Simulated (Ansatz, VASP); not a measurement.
**Cross-check of MgO (Periclase) between VASP and Ansatz**

One calculation is typed for both programs; each brings its own data sets. How far apart do they land? The cell is taken from a series of runs on this material, whose earlier steps may have relaxed, scaled, displaced or heated it; both programs get it as it stands.

Calculated with Ansatz 0.2.0; plane waves, with VASP 6.6.1 beside it; zone-centre phonons at LDA.

## 1. Starting point

The structure is cubic, space group Fm-3m (No. 225). The conventional cell has a = 4.161 Å, b = 4.161 Å, c = 4.161 Å, α = 90.00°, β = 90.00°, γ = 90.00°. Nearest to O lie 6 Mg at 2.08 Å. Nearest to Mg lie 6 O at 2.08 Å. Farther neighbours and most contacts between anions are not listed.

## 2. Ansatz: zone-centre phonons, LDA

Ansatz runs on its PAW soft_1 files.

Second derivatives magnify differences that forces hide, and they need a tight electronic threshold.

Contents of input.yaml:

```yaml
crystal:
  lattice:
    - [0.0, 2.080323002, 2.080323002]
    - [2.080323002, 0.0, 2.080323002]
    - [2.080323002, 2.080323002, 0.0]
  atoms:
    - { symbol: O, position: [0.5, 0.5, 0.5] }
    - { symbol: Mg, position: [0.0, 0.0, 0.0] }
total_charge: 0.001801
kpoints:
  mp_grid: { grid: [36, 36, 36] }
hamiltonian:
  xc: lda
  pseudopotentials: { kind: paw, azcp: { folder: soft_1 }, xc_functional: pbe }
scf:
  occupations: { method: fermi_dirac, width: 0.03 }
output:
  eigenvalues: true
phonons:
  method: dfpt
```

The run is started by

```bash
$ ansatz run input.yaml --threads 8 --pin off --max-ram 16384MiB --backend cpu --events-out ev --progress --plain --runs-dir out
```

Numbers of over 12 decimals in the logs are rounded to 6 here.

Output:

```text
Engine: ansatz 0.2.0, aarch64-unknown-linux-gnu
Pseudopotentials: kind: paw
Pseudopotential: O, paw, valence charge 6, recommended cutoff 420 eV (normal), soft_1/O.paw.azcp
Pseudopotential: Mg, paw, valence charge 10, recommended cutoff 420 eV (normal), soft_1/Mg.paw.azcp
Functional definition: SPW92
  exchange = slater_x
  correlation = pw_c
Crystal: 2 atoms, lattice volume = 18.006 Å³
Basis set: ecut = 420 eV, 339 PW (Γ), exchange–correlation on 40×40×40 points (8 copies of the dense FFT grid, shifted against one another)
Bands: 12, of which v1, the nominal top of the filled ones, is band 8 counted from 1 (7 counted from 0)
Symmetry: 48 space group operations
k-points: 3349 of 46656 (irreducible under 8 space group operations, time reversal used)
Non-local potential: O, projectors of the file, l = 0: 2, l = 1: 2, l = 2: 1
Non-local potential: Mg, projectors of the file, l = 0: 3, l = 1: 2, l = 2: 1
PAW form: soft (Blöchl's): semilocal exchange-correlation on the pseudo side does not see the compensation charge
PAW frozen core: O, regenerated for the run's functional, and the local potential with it (the file was generated under x = pbe(κ = 0.804, μ = 0.219515), c = pbe(β = 0.066725))
PAW frozen core: Mg, regenerated for the run's functional, and the local potential with it (the file was generated under x = pbe(κ = 0.804, μ = 0.219515), c = pbe(β = 0.066725))
PAW one-centre angular grid: O, 110 points (default); XC on 64 Gauss nodes
PAW one-centre angular grid: Mg, 110 points (default); XC on 64 Gauss nodes
Initial density: superposition of atomic densities (chi_scale 0.1, normalization cell, long waves kept (reshape's long-wave potential 0.00 eV rms))
Initial wavefunctions: pseudopotential atomic-orbital guess
Functional: x = slater, c = lda
SCF iter   1: F=—  HF=-2460.121296 eV  |F-HF|=—  |Δ(HF+E_count)|=         —  Δρ=6.83e-2  dr2=4.38e-1  ethr=3.10e-3  ⟨swp⟩=6.1  Hψ=247615  notcnv=0
preconditioner: auto → none  [insulator: Δε(μ)=4.818 eV  Ē_g=18.548 eV  σ=0.030 eV  W_gap=0.76  n_scr=8 (ndim 8)  ℏωp=24.7 eV  f_vac=0.000  D(μ)=0.05/eV (n_scr^D=0)  ε∞_Penn≈2.8]
SCF iter   2: F=—  HF=-2460.057409 eV  |F-HF|=—  |Δ(HF+E_count)|=   6.39e-2  Δρ=2.62e-2  dr2=7.32e-2  ethr=2.74e-3  ⟨swp⟩=2.8  Hψ=88727  notcnv=0
SCF iter   3: F=—  HF=-2460.075823 eV  |F-HF|=—  |Δ(HF+E_count)|=   1.84e-2  Δρ=4.26e-3  dr2=2.04e-3  ethr=4.58e-4  ⟨swp⟩=2.9  Hψ=68165  notcnv=0
SCF iter   4: F=—  HF=-2460.077165 eV  |F-HF|=—  |Δ(HF+E_count)|=   1.34e-3  Δρ=2.85e-4  dr2=1.11e-5  ethr=1.28e-5  ⟨swp⟩=2.0  Hψ=78315  notcnv=0
SCF iter   5: F=—  HF=-2460.077164 eV  |F-HF|=—  |Δ(HF+E_count)|=   9.84e-7  Δρ=1.77e-5  dr2=2.77e-8  ethr=6.96e-8  ⟨swp⟩=1.1  Hψ=40987  notcnv=0
SCF iter   6: F=—  HF=-2460.077164 eV  |F-HF|=—  |Δ(HF+E_count)|=   1.41e-7  Δρ=2.69e-6  dr2=7.17e-10  ethr=1.73e-10  ⟨swp⟩=2.0  Hψ=63785  notcnv=0
SCF iter   7: F=—  HF=-2460.077164 eV  |F-HF|=—  |Δ(HF+E_count)|=  1.41e-10  Δρ=4.33e-7  dr2=1.10e-11  ethr=4.48e-12  ⟨swp⟩=2.1  Hψ=61952  notcnv=0
SCF iter   8: F=-2460.077164 eV  HF=-2460.077164 eV  |F-HF|=4.55e-13  |Δ(HF+E_count)|=  9.55e-12  Δρ=7.48e-8  dr2=5.43e-13  ethr=1.00e-12  ⟨swp⟩=5.2  Hψ=155081  notcnv=0
SCF 1 converged in 8 iterations: F = -2460.077164 eV  dr2 = 5.43e-13
  greatest PAW one-centre occupation: 1.000 electrons in one spin orbital (limit 2), on the Mg atom at site 1 (counted from 0), in its partial waves of l = 1
DFPT response loops at Γ: preconditioner auto → Kerker (q_TF=auto, 2.675 Å⁻¹) (partly filled bands, converged f_vac=0.000); β = 1.00, the filter's whole step (`scf.mixing.beta` (0.50) is not read by the response loops under this deck's `scf.mixing.preconditioner`; to damp them name `kerker` or `kerker_dos`, under which they read `scf.mixing.beta`, and type it under 1.00, their step now; both keys bind the ground state too); Broyden in place of MSR1
SCF converged after 8 iterations
Free energy (F): -2460.077164 eV
Harris-Foulkes:  -2460.077164 eV  (|F-HF|=4.55e-13)
Internal energy: -2460.076958 eV  (E = F + TS)
E sigma→0 (E₀):  -2460.077061 eV
Entropy (-TS):   -0.000206 eV (-0.103 meV/atom)
Fermi energy:    8.176882 eV
--- Per-component energies (eV) ---
  E_band       = -289.105851
  E_kinetic    = 243.428747
  E_local      = -1668.319082  (includes V_loc(G=0)·N_el)
  E_nonlocal   = 249.448083
  E_hartree    = 551.042176
  E_xc         = -99.475736
  E_vxc        = -128.342486  (∫ρ·V_xc dr)
  E_paw        = -431.149085  (= ΣΔE_a)
  E_vpaw       = -87.406277  (= ΣTr[D̂ρ^β])
  E_aug_tail   = 0.000831  (compensation charges beyond the density's cutoff)
  E_ewald      = -1305.300293
  E_core_change = 0.247401  (= ΣΔE_core)
  E_smearing   = -0.000206  (= −TS)
  E_closure    = -0.000000  (closes the sum)
  E_deformation_potential = 0.034155  (in the stress; not in F)
  Σ components = -2460.077164   (vs F -2460.077164, Δ=0.00e0)
--- Band table (eV; the first three rows and the last of 3349) ---
  k-point 0: bands = [... 4 lower, -9.0500, 8.1424, 8.1424, 8.1424, 13.1744, 23.8883, 23.8883, 23.8883]
  k-point 1: bands = [... 4 lower, -9.0405, 8.0844, 8.1366, 8.1366, 13.2293, 23.7488, 23.9088, 23.9088]
  k-point 2: bands = [... 4 lower, -9.0120, 7.9184, 8.1194, 8.1194, 13.3854, 23.3945, 23.9693, 23.9693]
  k-point 3348: bands = [... 4 lower, -7.2458, 5.0436, 5.0436, 6.2742, 19.8489, 19.8489, 20.4680, 23.8954]
--- Phonons (Γ-DFPT): 2 representative perturbations + reference, on 3349 of 46656 k-points (Σ response iterations 6) ---
  k mesh reduced under 8 symmetry operations, with k and −k counted as one. Each operation leaves every solved perturbation unchanged. A smaller set is not used because it would not reduce the number of displacements times k-points to solve
  ASR residual: 3.619e-5 → 0.000e0 eV/Å²; symmetrization residual: 8.469e-7 eV/Å²
  ASR residual per site (eV/Å²): 3.62e-5 1.29e-5
  Γ frequencies (cm⁻¹): 0.00 0.00 0.00 407.22 407.22 407.22
  non-analytic LO–TO correction: not included (Born effective charges unavailable; polar crystals: no LO–TO splitting at Γ)
```

The column dr2 measures how far the density is from self-consistency, as an energy; F and HF (Harris–Foulkes) agree once it is small.

## 3. VASP: zone-centre phonons, LDA

The same cell, functional (in two slightly different forms), mesh and smearing now go to VASP, with its own data sets.

Lines of VASP's logs that name or quote its potential files are left out, and so is its time.

Contents of INCAR:

```
SYSTEM = MgO
PREC = Accurate
ENCUT = 600
EDIFF = 1E-08
NELM = 120
ISMEAR = -1
SIGMA = 0.03
LREAL = .FALSE.
ALGO = Normal
GGA = CA
NELECT = 7.998199
NBANDS = 9
LORBIT = 11
LWAVE = .FALSE.
LCHARG = .FALSE.
ISIF = 2
IBRION = 8
LASPH = .TRUE.
GGA_COMPAT = .FALSE.
EFERMI = MIDGAP
KPAR = 2
```

Contents of POSCAR:

```
MgO
1.0
    0.0000000000      2.0803230020      2.0803230020
    2.0803230020      0.0000000000      2.0803230020
    2.0803230020      2.0803230020      0.0000000000
O Mg
1 1
Direct
    0.5000000000      0.5000000000      0.5000000000
    0.0000000000      0.0000000000      0.0000000000
```

Contents of KPOINTS:

```
Automatic mesh
0
Gamma
36 36 36
0 0 0
```

The projector-augmented-wave data sets are O and Mg (LDA family, release 64).

The run is started by

```bash
$ mpirun -np 2 vasp_std
```

Output:

```text
[banner, memory and clock lines left out]
running    2 mpi-ranks, on    1 nodes
 distrk:  each k-point on    1 cores,    2 groups
 distr:  one band on    1 cores,    1 groups

 POSCAR found type information on POSCAR O Mg
 POSCAR found :  2 types and       2 ions
 LDA part: xc-table for (Slater(with rela. corr.)+CA(PZ))
 , standard interpolation
 POSCAR, INCAR and KPOINTS ok, starting setup
 FFT: planning ... GRIDC
 FFT: planning ... GRID_SOFT
 FFT: planning ... GRID
 WAVECAR not read
 entering main loop
       N       E                     dE             d eps       ncg     rms          rms(c)
DAV:   1     0.150001723029E+02    0.15000E+02   -0.44991E+03 25432   0.770E+02
DAV:   2    -0.144389830411E+02   -0.29439E+02   -0.28375E+02 25549   0.152E+02
DAV:   3    -0.150282355734E+02   -0.58925E+00   -0.58849E+00 26206   0.208E+01
DAV:   4    -0.150294504364E+02   -0.12149E-02   -0.12148E-02 25630   0.991E-01
DAV:   5    -0.150294530044E+02   -0.25680E-05   -0.25680E-05 25847   0.418E-02BRMIX: very serious problems
 the old and the new charge density differ
 old charge density:     8.00000 new    7.99820
BRMIX: very serious problems
 the old and the new charge density differ
 old charge density:     8.00000 new    7.99820
    0.707E+00
DAV:   6    -0.135174274099E+02    0.15120E+01   -0.91684E+00 22471   0.196E+01    0.223E+00
DAV:   7    -0.134777126933E+02    0.39715E-01   -0.51935E-02 22828   0.250E+00    0.127E+00
DAV:   8    -0.134540240613E+02    0.23689E-01   -0.26073E-02 22556   0.199E+00    0.164E-01
DAV:   9    -0.134538959382E+02    0.12812E-03   -0.16337E-04 29314   0.119E-01    0.111E-01
DAV:  10    -0.134538209077E+02    0.75031E-04   -0.15134E-04 22970   0.134E-01    0.963E-03
DAV:  11    -0.134538197253E+02    0.11824E-05   -0.45444E-06 23431   0.127E-02    0.336E-03
DAV:  12    -0.134538196886E+02    0.36749E-07   -0.25952E-07 24939   0.381E-03    0.481E-04
DAV:  13    -0.134538196868E+02    0.17968E-08   -0.10400E-08 15515   0.778E-04
   1 F= -.13453820E+02 E0= -.13453717E+02  d E =-.204591E-03
 Linear response reoptimize wavefunctions to high precision
DAV:   1    -0.134538196879E+02   -0.11917E-08   -0.23295E-10 18052   0.163E-04
DAV:   2    -0.134538196879E+02    0.28422E-11   -0.55395E-12 11624   0.188E-05
 Linear response DOF=           2
 Linear response progress:
  Degree of freedom:   1/  2
       N       E                     dE             d eps       ncg     rms          rms(c)
RMM:   1    -0.349702303728E+00   -0.34970E+00    0.37576E-01110386   0.472E+00
RMM:   2    -0.349333767434E+00    0.36854E-03   -0.19824E-03 96465   0.407E-01    0.134E-01
RMM:   3    -0.350708230813E+00   -0.13745E-02   -0.39673E-04 90347   0.158E-01    0.709E-02
RMM:   4    -0.352809064188E+00   -0.21008E-02   -0.40400E-04 86806   0.162E-01    0.174E-02
RMM:   5    -0.352813880763E+00   -0.48166E-05   -0.62408E-06 98680   0.239E-02    0.136E-03
RMM:   6    -0.352816663976E+00   -0.27832E-05   -0.41133E-08102713   0.212E-03    0.767E-04
RMM:   7    -0.352812416324E+00    0.42477E-05   -0.20729E-09101086   0.387E-04    0.571E-05
RMM:   8    -0.352812367448E+00    0.48876E-07   -0.80544E-10102651   0.704E-05    0.151E-05
RMM:   9    -0.352812400150E+00   -0.32702E-07   -0.77750E-10104709   0.239E-05    0.294E-06
RMM:  10    -0.352812408871E+00   -0.87207E-08   -0.77881E-10 83905   0.127E-05    0.463E-07
 first order change of Fermi-energy   0.19638E-02
 force on displaced ion       1 direction 1 :  -6.076   0.000   0.000
 Linear response progress:
  Degree of freedom:   2/  2
       N       E                     dE             d eps       ncg     rms          rms(c)
RMM:   1    -0.219259691399E-02   -0.21926E-02   -0.15392E-05124881   0.577E-01
RMM:   2    -0.213892541801E-02    0.53671E-04   -0.14868E-04 90876   0.936E-02    0.359E-02
RMM:   3    -0.211136276427E-02    0.27563E-04   -0.17627E-05 94832   0.320E-02    0.185E-02
RMM:   4    -0.211022543897E-02    0.11373E-05   -0.15265E-05 96584   0.291E-02    0.331E-03
RMM:   5    -0.211046552721E-02   -0.24009E-06   -0.15642E-07 96982   0.334E-03    0.321E-04
RMM:   6    -0.211048768683E-02   -0.22160E-07   -0.80513E-10 97317   0.256E-04    0.133E-04
RMM:   7    -0.211042202714E-02    0.65660E-07   -0.26643E-10 99817   0.143E-04    0.126E-05
RMM:   8    -0.211043660776E-02   -0.14581E-07   -0.10666E-11101624   0.155E-05    0.279E-06
RMM:   9    -0.211043540814E-02    0.11996E-08   -0.75906E-12 92980   0.498E-06    0.419E-07
 first order change of Fermi-energy   0.62583E-04
 force on displaced ion       2 direction 1 :  -6.067   0.000   0.000
 Linear response finished
```

OUTCAR, selected parts (step 3):

```text
NELECT = 7.998199

 ion  position               nearest neighbor table
   1  0.500  0.500  0.500-   2 2.08   2 2.08   2 2.08   2 2.08   2 2.08   2 2.08
   2  0.000  0.000  0.000-   1 2.08   1 2.08   1 2.08   1 2.08   1 2.08   1 2.08

  LATTYP: Found a face centered cubic cell.
 ALAT       =     4.1606460040

 Subroutine GETGRP returns: Found 48 space group operations
 (whereof 48 operations were pure point group operations)

The static configuration has the point symmetry O_h .

 Found   1240 irreducible k-points:

   k-points           NKPTS =   1240   k-points in BZ     NKDIM =   1240   number of bands    NBANDS=      9

   dimension x,y,z NGX =    24 NGY =   24 NGZ =   24
   dimension x,y,z NGXF=    48 NGYF=   48 NGZF=   48

   ENCUT  =  600.0 eV  44.10 Ry    6.64 a.u.   5.88  5.88  5.88*2*pi/ulx,y,z

 k-points in reciprocal lattice and weights: Automatic mesh
   0.00000000  0.00000000  0.00000000       0.000
   0.02777778  0.00000000  0.00000000       0.000
   0.05555556  0.00000000  0.00000000       0.000
   0.08333333  0.00000000  0.00000000       0.000
   0.11111111  0.00000000  0.00000000       0.000
   0.13888889  0.00000000  0.00000000       0.000
   0.16666667  0.00000000  0.00000000       0.000
   0.19444444  0.00000000  0.00000000       0.000
   0.22222222  0.00000000  0.00000000       0.000
[...]
-0.27777778  0.50000000  0.22222222       0.000
  -0.25000000  0.50000000  0.25000000       0.000

 average (electrostatic) potential at core
       1 -70.4877       2 -34.7192

  Total       -0.2538443     -0.2538443     -0.2538443     -0.0000000     -0.0000000     -0.0000000
  in kB      -22.5868520    -22.5868520    -22.5868520     -0.0000000     -0.0000000     -0.0000000
  external PRESSURE =     -22.5868520 kB  Pullay stress =       0.0000000 kB

  energy-cutoff  :      600.00
  volume of cell :       18.01
      direct lattice vectors                 reciprocal lattice vectors
     0.000000000  2.080323002  2.080323002    -0.240347292  0.240347292  0.240347292
     2.080323002  0.000000000  2.080323002     0.240347292 -0.240347292  0.240347292
     2.080323002  2.080323002  0.000000000     0.240347292  0.240347292 -0.240347292

 POSITION                                       TOTAL-FORCE (eV/Angst)
 -----------------------------------------------------------------------------------
      2.08032      2.08032      2.08032        -0.000000     -0.000000      0.000000
      0.00000      0.00000      0.00000         0.000000      0.000000     -0.000000
 -----------------------------------------------------------------------------------
    total drift:                               -0.000000     -0.000000      0.000000

 Eigenvectors and eigenvalues of the dynamical matrix
 ----------------------------------------------------

   1 f  =   12.402601 THz    77.927843 2PiTHz  413.706252 cm-1    51.293015 meV
             X         Y         Z           dx          dy          dz
      2.080323  2.080323  2.080323    -0.776780    0.000000    0.000000
      0.000000  0.000000  0.000000     0.629771    0.000000    0.000000

   2 f  =   12.402601 THz    77.927843 2PiTHz  413.706252 cm-1    51.293015 meV
             X         Y         Z           dx          dy          dz
      2.080323  2.080323  2.080323     0.000000   -0.776780   -0.000000
      0.000000  0.000000  0.000000     0.000000    0.629771    0.000000

   3 f  =   12.402601 THz    77.927843 2PiTHz  413.706252 cm-1    51.293015 meV
             X         Y         Z           dx          dy          dz
      2.080323  2.080323  2.080323     0.000000   -0.000000    0.776780
      0.000000  0.000000  0.000000     0.000000   -0.000000   -0.629771

   4 f/i=    0.004575 THz     0.028746 2PiTHz    0.152609 cm-1     0.018921 meV
             X         Y         Z           dx          dy          dz
      2.080323  2.080323  2.080323    -0.629771    0.000000    0.000000
      0.000000  0.000000  0.000000    -0.776780    0.000000    0.000000

   5 f/i=    0.004575 THz     0.028746 2PiTHz    0.152609 cm-1     0.018921 meV
             X         Y         Z           dx          dy          dz
      2.080323  2.080323  2.080323     0.000000    0.278894   -0.564651
      0.000000  0.000000  0.000000     0.000000    0.343997   -0.696458

   6 f/i=    0.004575 THz     0.028746 2PiTHz    0.152609 cm-1     0.018921 meV
             X         Y         Z           dx          dy          dz
      2.080323  2.080323  2.080323     0.000000   -0.564651   -0.278894
      0.000000  0.000000  0.000000     0.000000   -0.696458   -0.343997

 ELASTIC MODULI CONTR FROM IONIC RELAXATION (kBar)
 Direction    XX          YY          ZZ          XY          YZ          ZX
 --------------------------------------------------------------------------------
 XX           0.0000      0.0000      0.0000      0.0000      0.0000      0.0000
 YY           0.0000      0.0000      0.0000      0.0000      0.0000      0.0000
 ZZ           0.0000      0.0000      0.0000      0.0000      0.0000      0.0000
 XY           0.0000      0.0000      0.0000      0.0000      0.0000      0.0000
 YZ           0.0000      0.0000      0.0000      0.0000      0.0000      0.0000
 ZX           0.0000      0.0000      0.0000      0.0000      0.0000      0.0000
 --------------------------------------------------------------------------------
```

## 4. Differences

Known differences besides the potentials themselves: the two LDA forms differ slightly; the cutoff is 420 eV in Ansatz and 600 eV in VASP; VASP's log shows a relativistic correction to its local exchange, Ansatz's none. Total energies have different zeros and are not compared.

Compared:

```tsv
quantity	Ansatz	VASP	difference
optical mode 1 to 3 (cm⁻¹)	407.2	413.7	-1.57 %
```

Modes are paired by rising frequency, not by their patterns, so a pair may set unlike modes beside each other; they are those without the splitting of longitudinal modes. The cell carries a charge of +0.001801 e against a uniform background, so its pressure also hangs on how the neutralising background is counted, and in a defect's cell a gap may be the spacing between its levels.

## 5. Results

```yaml
r_m_s_difference_of_the_optical_zone_centre_modes_each_program_s_sorted_by_frequency_zone_centre_phonons_lda: 6.5 cm⁻¹
difference_in_optical_mode_1_to_3_zone_centre_phonons_lda: -1.6 %
```

The r.m.s. difference of the optical zone-centre modes, each program's sorted by frequency is 6.5 cm⁻¹ (zone-centre phonons, LDA). The data sets hold unlike numbers of valence electrons (15.9982 in Ansatz and 7.9982 in VASP), so part of the differences comes from the potentials. Among the rows given in per cent, the largest difference of the zone-centre phonons, LDA pair is in optical mode 1 to 3, -1.6 %. Such differences can come from data sets, numerical settings and the points named under the comparisons, not from the functional's error against experiment.

[Lines on the potential files, build, host, timing and source positions are cut from VASP's logs without a mark.]

[Logs are printed without paths, hosts, clocks, repeated set-up lines and the standing remarks that a program may print on its own settings, such as how far it seeks lower states.]

[Hosts, paths, dates, database ids (printed as entryN), source tags and the programs' standing remarks are cut or masked in the printed files.]
